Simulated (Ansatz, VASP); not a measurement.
## AlCo: VASP beside Ansatz

Wanted: the spread between two codes on one cell, functional and k mesh. The cell is taken from a series of runs on this material, whose earlier steps may have relaxed, scaled, displaced or heated it; both programs get it as it stands.

Main program and level: Ansatz 0.2.0; plane waves, with VASP 6.6.1 beside it; single point at PBE.

### 1. The starting structure

Symmetry: Pm-3m, No. 221, cubic system. Conventional cell: a = 2.595 Å, b = 2.595 Å, c = 2.595 Å, α = 90.00°, β = 90.00°, γ = 90.00°. Nearest to Al lie 8 Co at 2.25 Å. Nearest to Co lie 8 Al at 2.25 Å. Farther neighbours are not listed.

Structure file:

```xyz
2
Lattice="2.5953 0.0000 0.0000 0.0000 2.5953 0.0000 0.0000 0.0000 2.5953" Properties=species:S:1:pos:R:3 pbc="T T T"
Al    0.0000    0.0000    0.0000
Co    1.2977    1.2977    1.2977
```

### 2. VASP: single point, PBE, pair 1

With cell and atoms fixed, the geometry can't cause a difference; cores, projectors, grids and the points listed under the comparison can.

Lines of VASP's logs that name or quote its potential files are left out, and so is its time.

File INCAR:

```
SYSTEM = AlCo
PREC = Accurate
ENCUT = 600
EDIFF = 1E-06
NELM = 200
ISMEAR = -1
SIGMA = 0.05
LREAL = .FALSE.
ALGO = Normal
GGA = PE
NBANDS = 13
ISPIN = 2
MAGMOM = 0 0
LASPH = .TRUE.
LMAXMIX = 4
LORBIT = 11
LWAVE = .FALSE.
LCHARG = .FALSE.
ISIF = 2
GGA_COMPAT = .FALSE.
```

File POSCAR:

```
AlCo
1.0
    2.5953069200      0.0000000000      0.0000000000
    0.0000000000      2.5953069200      0.0000000000
    0.0000000000      0.0000000000      2.5953069200
Al Co
1 1
Direct
    0.0000000000      0.0000000000      0.0000000000
    0.5000000000      0.5000000000      0.5000000000
```

File KPOINTS:

```
Automatic mesh
0
Gamma
15 15 15
0 0 0
```

Potentials, in the order of the species: Al and Co (PBE family, release 64).

The run is started by

```bash
$ mpirun -np 1 vasp_std
```

Numbers of over 12 decimals in the logs are rounded to 6 here.

What it wrote:

```text
[banner, memory and clock lines left out]
running    1 mpi-ranks, on    1 nodes
 distrk:  each k-point on    1 cores,    1 groups
 distr:  one band on    1 cores,    1 groups

 POSCAR found type information on POSCAR AlCo
 POSCAR found :  2 types and       2 ions
 LDA part: xc-table for (Slater+PW92), standard interpolation
 POSCAR, INCAR and KPOINTS ok, starting setup
 FFT: planning ... GRIDC
 FFT: planning ... GRID_SOFT
 FFT: planning ... GRID
 WAVECAR not read
 entering main loop
       N       E                     dE             d eps       ncg     rms          rms(c)
DAV:   1     0.451520640342E+02    0.45152E+02   -0.59516E+03  6336   0.118E+03
DAV:   2    -0.104062028345E+02   -0.55558E+02   -0.50805E+02  6570   0.200E+02
DAV:   3    -0.123779425700E+02   -0.19717E+01   -0.19597E+01  7515   0.418E+01
DAV:   4    -0.124053009964E+02   -0.27358E-01   -0.27350E-01  7467   0.451E+00
DAV:   5    -0.124061737335E+02   -0.87274E-03   -0.87271E-03  7671   0.870E-01    0.157E+01
DAV:   6    -0.130416060767E+02   -0.63543E+00   -0.36854E+01  7530   0.885E+01    0.112E+01
DAV:   7    -0.107790071327E+02    0.22626E+01   -0.15724E+01  7470   0.548E+01    0.286E+00
DAV:   8    -0.107212368227E+02    0.57770E-01   -0.13379E-01  7586   0.376E+00    0.111E+00
DAV:   9    -0.107078176397E+02    0.13419E-01   -0.29233E-02  9336   0.201E+00    0.327E-01
DAV:  10    -0.107077054353E+02    0.11220E-03   -0.68439E-04  8822   0.320E-01    0.238E-01
DAV:  11    -0.107076643858E+02    0.41050E-04   -0.11213E-04  7900   0.113E-01    0.309E-02
DAV:  12    -0.107076617735E+02    0.26123E-05   -0.20680E-05  8342   0.625E-02    0.872E-03
DAV:  13    -0.107076620724E+02   -0.29898E-06   -0.49051E-07  4210   0.804E-03
   1 F= -.10707662E+02 E0= -.10705815E+02  d E =-.369337E-02  mag=     0.0000
```

From OUTCAR (step 2):

```text
ion  position               nearest neighbor table
   1  0.000  0.000  0.000-   2 2.25   2 2.25   2 2.25   2 2.25   2 2.25   2 2.25   2 2.25   2 2.25

  LATTYP: Found a simple cubic cell.
 ALAT       =     2.5953069200

 Subroutine GETGRP returns: Found 48 space group operations
 (whereof 48 operations were pure point group operations)

The static configuration has the point symmetry O_h .

 Found    120 irreducible k-points:

   k-points           NKPTS =    120   k-points in BZ     NKDIM =    120   number of bands    NBANDS=     13

   dimension x,y,z NGX =    24 NGY =   24 NGZ =   24
   dimension x,y,z NGXF=    48 NGYF=   48 NGZF=   48

   ENCUT  =  600.0 eV  44.10 Ry    6.64 a.u.   5.18  5.18  5.18*2*pi/ulx,y,z

   NELECT =      12.0000    total number of electrons

 k-points in reciprocal lattice and weights: Automatic mesh
   0.00000000  0.00000000  0.00000000       0.000
   0.06666667  0.00000000  0.00000000       0.002
   0.13333333  0.00000000  0.00000000       0.002
   0.20000000  0.00000000  0.00000000       0.002
   0.26666667  0.00000000  0.00000000       0.002
   0.33333333  0.00000000  0.00000000       0.002
   0.40000000  0.00000000  0.00000000       0.002
   0.46666667  0.00000000  0.00000000       0.002
   0.06666667  0.06666667  0.00000000       0.004
[...]
0.46666667  0.46666667  0.40000000       0.007
   0.46666667  0.46666667  0.46666667       0.002

 average (electrostatic) potential at core
       1 -64.5541       2 -74.0234

 E-fermi :  14.9083

 spin component 1
 k-point     1 :       0.0000    0.0000    0.0000
  band No.  band energies     occupation
    ...
      2      10.3694      1.00000
      3      10.3694      1.00000
      4      13.6290      1.00000
      5      13.6290      1.00000
      6      13.6290      1.00000
      7      22.4686      0.00000
      8      22.4686      0.00000
      9      22.4686      0.00000
     10      24.8508      0.00000
     11      24.8508      0.00000
    ...

 k-point     2 :       0.0667    0.0000    0.0000
  band No.  band energies     occupation
    ...
      2      10.3736      1.00000
      3      10.4044      1.00000
      4      13.5640      1.00000
      5      13.5640      1.00000
      6      13.6365      1.00000
      7      21.4177      0.00000
      8      22.6103      0.00000
      9      22.6103      0.00000
     10      24.8037      0.00000
     11      25.8706      0.00000
    ...

 k-point     3 :       0.1333    0.0000    0.0000
  band No.  band energies     occupation
    ...
      2      10.3649      1.00000
      3      10.5049      1.00000
      4      13.3874      1.00000
      5      13.3874      1.00000
      6      13.6577      1.00000
      7      19.7534      0.00000
      8      23.0171      0.00000
      9      23.0171      0.00000
     10      24.6653      0.00000
     11      27.4458      0.00000
    ...

 k-point     4 :       0.2000    0.0000    0.0000
  band No.  band energies     occupation
    ...
      2      10.2771      1.00000
      3      10.6581      1.00000
      4      13.1442      1.00000
      5      13.1442      1.00000
      6      13.6892      1.00000
      7      18.1753      0.00000
      8      23.6436      0.00000
      9      23.6436      0.00000
     10      24.4472      0.00000
     11      28.9165      0.00000
    ...

 k-point     5 :       0.2667    0.0000    0.0000
  band No.  band energies     occupation
    ...
      2      10.0007      1.00000
      3      10.8420      1.00000
      4      12.8855      1.00000
      5      12.8855      1.00000
      6      13.7255      1.00000
      7      16.8790      0.00000
      8      24.1748      0.00000
      9      24.4364      0.00000
     10      24.4364      0.00000
     11      30.2074      0.00000
    ...

 k-point     6 :       0.3333    0.0000    0.0000
  band No.  band energies     occupation
    ...
      2       9.4277      1.00000
      3      11.0269      1.00000
      4      12.6550      1.00000
      5      12.6550      1.00000
      6      13.7605      1.00000
      7      15.9832      0.00000
      8      23.8912      0.00000
      9      25.3406      0.00000
     10      25.3406      0.00000
     11      31.3576      0.00000
    ...

  Total       10.0589792     10.0589792     10.0589792      0.0000000      0.0000000     -0.0000000
  in kB      921.9307907    921.9307907    921.9307907      0.0000000      0.0000000     -0.0000000
  external PRESSURE =     921.9307907 kB  Pullay stress =       0.0000000 kB

  energy-cutoff  :      600.00
  volume of cell :       17.48
      direct lattice vectors                 reciprocal lattice vectors
     2.595306920  0.000000000  0.000000000     0.385310883  0.000000000  0.000000000
     0.000000000  2.595306920  0.000000000     0.000000000  0.385310883  0.000000000
     0.000000000  0.000000000  2.595306920     0.000000000  0.000000000  0.385310883

 POSITION                                       TOTAL-FORCE (eV/Angst)
 -----------------------------------------------------------------------------------
      0.00000      0.00000      0.00000         0.000000      0.000000      0.000000
      1.29765      1.29765      1.29765         0.000000      0.000000      0.000000
 -----------------------------------------------------------------------------------
    total drift:                                0.000000     -0.000000     -0.000000

  FREE ENERGIE OF THE ION-ELECTRON SYSTEM (eV)
  ---------------------------------------------------
  free  energy   TOTEN  =       -10.7076620724 eV

  energy  without entropy=      -10.7039687060  energy(sigma->0) =      -10.70581539

 total charge
# of ion       s       p       d       tot
------------------------------------------
    1        0.449   0.583   0.000   1.032
    2        0.564   0.794   7.775   9.133
--------------------------------------------------
tot          1.013   1.378   7.775  10.165

 magnetization (x)
# of ion       s       p       d       tot
------------------------------------------
    1       -0.000  -0.000   0.000  -0.000
    2        0.000  -0.000   0.000   0.000
--------------------------------------------------
tot         -0.000  -0.000   0.000  -0.000

[... 2 further parts left out ...]
```

This run allows spin, but its moments start at zero, where symmetry between the spins tends to hold them, although Co can carry a moment.

### 3. Ansatz: single point, PBE, pair 1

Ansatz runs on its PAW soft_1 files.

The same cell, functional, mesh and smearing now go to Ansatz.

File input.yaml:

```yaml
crystal:
  lattice:
    - [2.59530692, 0.0, 0.0]
    - [0.0, 2.59530692, 0.0]
    - [0.0, 0.0, 2.59530692]
  atoms:
    - { symbol: Al, position: [0.0, 0.0, 0.0] }
    - { symbol: Co, position: [0.5, 0.5, 0.5], spin: 0.6 }
magnetization:
  spin_polarized: true
kpoints:
  mp_grid: { grid: [15, 15, 15] }
hamiltonian:
  xc: pbe
  pseudopotentials: { kind: paw, azcp: { folder: soft_1 } }
scf:
  occupations: { method: fermi_dirac, width: 0.05 }
  max_iter: 120
  convergence: { dr2_threshold: 1.0e-08 }
  lower_state_search: "off"
basis:
  ecutwfc: 420.0
output:
  stress: true
```

The run is started by

```bash
$ ansatz run input.yaml --threads 1 --pin off --max-ram 2560MiB --backend cpu --events-out ev --progress --plain --runs-dir out
```

What it wrote:

```text
Warning: output.stress: scf.convergence.dr2_threshold = 1e-8 eV is looser than the 2e-10 eV advised for a printed stress (1e-10 eV for each atom of the cell: 2). What an SCF threshold leaves in a stress goes as its square root, and in the free energy as the threshold itself, and one threshold admits the most on a small cell: [figures from the program's tests cut] Set scf.convergence.dr2_threshold to 2e-10 eV or tighter. The threshold is an SCF's pass mark: one that does not reach it within its budget of iterations ends unconverged, or closes short of it on a stop that the run arms, and scf.convergence.dr2_threshold's page says what that costs each kind of run
Engine: ansatz 0.2.0, x86_64-unknown-linux-gnu
Pseudopotentials: kind: paw
Pseudopotential: Al, paw, valence charge 3, recommended cutoff 420 eV (normal), soft_1/Al.paw.azcp
Pseudopotential: Co, paw, valence charge 17, recommended cutoff 420 eV (normal), soft_1/Co.paw.azcp
Functional definition: PBE
  parameter kappa = 0.804
  parameter beta = 0.066725
  exchange = pbe_x(kappa = kappa, mu = beta*pi^2/3)
  correlation = pbe_c(beta = beta)
Crystal: 2 atoms, lattice volume = 17.481 Å³
Basis set: ecut = 420 eV, 341 PW (Γ)
Bands: 15, of which v1, the nominal top of the filled ones, is band 10 counted from 1 (9 counted from 0)
Symmetry: 48 space group operations
Space group: Pm-3m (ITA 221), of the structure as read, at distance tolerance 2.6e-5 Å
Magnetic group: BNS 221.92 (UNI 1594), of the structure as read, at distance tolerance 2.6e-5 Å
k-points: 120 of 3375
Non-local potential: Al, projectors of the file, l = 0: 2, l = 1: 2, l = 2: 1
Non-local potential: Co, projectors of the file, l = 0: 3, l = 1: 2, l = 2: 3, l = 3: 1
PAW form: soft (Blöchl's): semilocal exchange-correlation on the pseudo side does not see the compensation charge
PAW one-centre angular grid: Al, 110 points (default); XC on 64 Gauss nodes
PAW one-centre angular grid: Co, 590 points (default); XC on 64 Gauss nodes
Initial density: superposition of atomic densities (chi_scale 0.1, normalization cell)
Starting moments: Σ|m| = 0.6 μB on 1 of 2 sites
Initial wavefunctions: pseudopotential atomic-orbital guess
Functional: x = pbe(κ = 0.804, μ = 0.219515), c = pbe(β = 0.066725)
iter 1 solved again at ethr=2.52e-3 eV; its pass at ethr=3.10e-3 eV (dr2=5.04e-1 eV) is discarded
SCF iter   1: F=—  HF=-5663.700172 eV  |F-HF|=—  |Δ(HF+E_count)|=         —  Δρ=6.68e-2 (↑3.66e-2 ↓6.68e-2)  dr2=5.03e-1  dr2_m=3.07e-1  M=0.099 μB ∫|m|=0.201 μB  β_m=0.30  ethr=2.52e-3  ⟨swp⟩=1.0  Hψ=22808  notcnv=0
preconditioner: auto → none  [metal: Δε(μ)=0.029 eV  Ē_g=12.159 eV  σ=0.050 eV  W_gap=0.14  n_scr=6 (ndim 8)  ℏωp=30.8 eV  f_vac=0.000  D(μ)=0.55/eV (n_scr^D=0)  sad-step TF]
SCF iter   2: F=—  HF=-5663.696879 eV  |F-HF|=—  |Δ(HF+E_count)|=   3.29e-3  Δρ=5.15e-2 (↑2.93e-2 ↓5.15e-2)  dr2=3.42e-1  dr2_m=1.86e-1  M=0.079 μB ∫|m|=0.170 μB  β_m=0.30  ethr=2.51e-3  ⟨swp⟩=2.0  Hψ=4758  notcnv=0
SCF iter   3: F=—  HF=-5663.513960 eV  |F-HF|=—  |Δ(HF+E_count)|=   1.83e-1  Δρ=3.11e-2 (↑3.11e-2 ↓2.36e-2)  dr2=1.11e-2  dr2_m=1.12e-1  M=0.065 μB ∫|m|=0.146 μB  β_m=0.30  ethr=1.71e-3  ⟨swp⟩=2.2  Hψ=6253  notcnv=0
SCF iter   4: F=—  HF=-5663.532675 eV  |F-HF|=—  |Δ(HF+E_count)|=   1.87e-2  Δρ=2.58e-2 (↑2.58e-2 ↓1.62e-2)  dr2=8.41e-3  dr2_m=6.82e-2  M=0.054 μB ∫|m|=0.125 μB  β_m=0.30  ethr=5.54e-5  ⟨swp⟩=2.1  Hψ=6916  notcnv=0  defer=17
SCF iter   5: F=—  HF=-5663.554621 eV  |F-HF|=—  |Δ(HF+E_count)|=   2.19e-2  Δρ=1.65e-2 (↑1.62e-2 ↓1.65e-2)  dr2=1.21e-3  dr2_m=4.25e-2  M=0.045 μB ∫|m|=0.107 μB  β_m=0.30  ethr=4.21e-5  ⟨swp⟩=2.2  Hψ=6636  notcnv=0  defer=26
SCF iter   6: F=—  HF=-5663.556849 eV  |F-HF|=—  |Δ(HF+E_count)|=   2.23e-3  Δρ=1.56e-2 (↑1.56e-2 ↓1.04e-2)  dr2=3.55e-3  dr2_m=2.70e-2  M=0.037 μB ∫|m|=0.091 μB  β_m=0.30  ethr=6.07e-6  ⟨swp⟩=2.0  Hψ=5549  notcnv=0  defer=26
SCF iter   7: F=—  HF=-5663.559367 eV  |F-HF|=—  |Δ(HF+E_count)|=   2.52e-3  Δρ=1.08e-2 (↑1.08e-2 ↓1.01e-2)  dr2=6.08e-5  dr2_m=1.75e-2  M=0.031 μB ∫|m|=0.078 μB  β_m=0.30  ethr=6.07e-6  ⟨swp⟩=2.2  Hψ=5957  notcnv=0  defer=27
Mixer restart at iter 7: flushing history
spin-set hold released at iteration 7 (site moments contracting): the magnetisation degrees of freedom join the quasi-Newton model from the next iteration; the mixer history was flushed
SCF iter   8: F=—  HF=-5663.560487 eV  |F-HF|=—  |Δ(HF+E_count)|=   1.12e-3  Δρ=8.56e-3 (↑8.36e-3 ↓8.56e-3)  dr2=8.03e-6  dr2_m=1.15e-2  M=0.026 μB ∫|m|=0.066 μB  β_m=0.52  ethr=3.04e-7  ⟨swp⟩=1.7  Hψ=4736  notcnv=0  defer=27
SCF iter   9: F=—  HF=-5663.564519 eV  |F-HF|=—  |Δ(HF+E_count)|=   4.03e-3  Δρ=7.39e-3 (↑7.39e-3 ↓3.06e-3)  dr2=1.26e-2  dr2_m=7.64e-4  M=0.008 μB ∫|m|=0.024 μB  β_m=0.40  ethr=4.01e-8  ⟨swp⟩=3.4  Hψ=8950  notcnv=0  defer=27
SCF iter  10: F=—  HF=-5663.562812 eV  |F-HF|=—  |Δ(HF+E_count)|=   1.71e-3  Δρ=6.91e-4 (↑4.42e-4 ↓6.91e-4)  dr2=2.37e-5  dr2_m=4.55e-5  M=0.003 μB ∫|m|=0.012 μB  β_m=0.70  ethr=4.01e-8  ⟨swp⟩=3.1  Hψ=8610  notcnv=0  defer=38
SCF iter  11: F=—  HF=-5663.562901 eV  |F-HF|=—  |Δ(HF+E_count)|=   8.92e-5  Δρ=5.41e-4 (↑2.12e-4 ↓5.41e-4)  dr2=1.64e-5  dr2_m=2.11e-5  M=0.002 μB ∫|m|=0.007 μB  β_m=0.85  ethr=4.01e-8  ⟨swp⟩=2.3  Hψ=5985  notcnv=0  defer=38
SCF iter  12: F=—  HF=-5663.562932 eV  |F-HF|=—  |Δ(HF+E_count)|=   3.04e-5  Δρ=5.12e-5 (↑5.12e-5 ↓1.55e-5)  dr2=4.09e-7  dr2_m=7.68e-8  M=0.000 μB ∫|m|=0.000 μB  β_m=0.93  ethr=4.01e-8  ⟨swp⟩=2.3  Hψ=5875  notcnv=0  defer=38
iter 13 did not close the SCF: its close was put off for a magnetic moment that had not settled (scf_convergence_deferred on its scf_iter line)
SCF iter  13: F=-5663.562932 eV  HF=-5663.562932 eV  |F-HF|=4.98e-9  |Δ(HF+E_count)|=   6.93e-8  Δρ=4.57e-6 (↑3.04e-6 ↓4.57e-6)  dr2=4.35e-9  dr2_m=3.65e-10  M=0.000 μB ∫|m|=0.000 μB  β_m=0.91  ethr=5.00e-11  ⟨swp⟩=2.9  Hψ=13728  notcnv=0
SCF iter  14: F=-5663.562932 eV  HF=-5663.562932 eV  |F-HF|=7.28e-12  |Δ(HF+E_count)|=  1.63e-10  Δρ=3.15e-7 (↑3.10e-7 ↓3.15e-7)  dr2=8.86e-12  dr2_m=1.04e-11  M=0.000 μB ∫|m|=0.000 μB  ethr=2.18e-11  ⟨swp⟩=1.9  Hψ=11386  notcnv=0
WARN: the starting moments were not kept: the SCF closed with an absolute magnetisation of 2.2e-6 μB, where they sum to 0.6 μB in size (1 site). That is at most 0.1 of that sum. Measured as dr2_m measures the in/out step, that magnetisation stands 1.3e-12 eV from none, at or under the dr2_threshold of 1.0e-8 eV: it is no larger than a step whose dr2_m would equal this threshold. The system may hold no moment; this SC [...]
SCF 1 converged in 14 iterations: F = -5663.562932 eV  dr2 = 8.86e-12
  greatest PAW one-centre occupation: 1.001 electrons in one spin orbital (limit 2), on the Co atom at site 1 (counted from 0), in its partial waves of l = 1
SCF converged after 14 iterations
Magnetization: 0.0000 μB (10.0000 up, 10.0000 down)
Absolute magnetization: 0.0000 μB (∫|ρ↑−ρ↓|, with the PAW one-centre terms)
Spin contamination: 0.0000 ħ² per cell (⟨S²⟩ above its minimum at these occupations)
Per-site moments (μB) at R_I (Å): [(5.431641659777729e-7, 0.927136), (3.165218864255644e-7, 0.927136)]
Free energy (F): -5663.562932 eV
Harris-Foulkes:  -5663.562932 eV  (|F-HF|=7.28e-12)
Internal energy: -5663.559247 eV  (E = F + TS)
E sigma→0 (E₀):  -5663.561089 eV
Entropy (-TS):   -0.003685 eV (-1.843 meV/atom)
Fermi energy:    20.037773 eV
--- Per-component energies (eV) ---
  E_band       = -189.417342
  E_kinetic    = 334.930620
  E_local      = -3138.050905  (includes V_loc(G=0)·N_el)
  E_nonlocal   = 453.489845
  E_hartree    = 1445.076708
  E_xc         = -137.285367
  E_vxc        = -157.580562  (∫ρ·V_xc dr)
  E_paw        = -2049.198604  (= ΣΔE_a)
  E_vpaw       = -572.359866  (= ΣTr[D̂ρ^β])
  E_aug_tail   = -0.000036  (compensation charges beyond the density's cutoff)
  E_ewald      = -2572.521508
  E_smearing   = -0.003685  (= −TS)
  E_closure    = 0.000000  (closes the sum)
  Σ components = -5663.562932   (vs F -5663.562932, Δ=0.00e0)
--- Stress (GPa, compression-positive) ---
       92.259585       0.000000       0.000000
       -0.000000      92.259585       0.000000
       -0.000000       0.000000      92.259585
  P = ⅓ Tr σ = 92.2596 GPa (922.596 kbar)
```

Reading the cycles: dr2 is the Hartree energy of the density residual (eV), the measure of convergence; HF is the Harris–Foulkes estimate of the energy, which meets the free energy F at convergence.

The run ends at a pressure of 92.26 GPa.

### 4. Side by side

Known differences besides the potentials themselves: the data sets hold 20 valence electrons in Ansatz (on its PAW soft_1 files) and 12 in VASP; the cutoff is 420 eV in Ansatz and 600 eV in VASP. Total energies have different zeros and are not compared.

Compared:

```
      quantity  Ansatz   VASP  difference
pressure (GPa)   92.26  92.19       +0.07
```

(Part 1 of 2 ends here.)

[Lines on the potential files, build, host, timing and source positions are cut from VASP's logs without a mark.]

[Logs are printed without paths, hosts, clocks, repeated set-up lines and the standing remarks that a program may print on its own settings, such as how far it seeks lower states.]

[Hosts, paths, dates, database ids (printed as entryN), source tags and the programs' standing remarks are cut or masked in the printed files.]
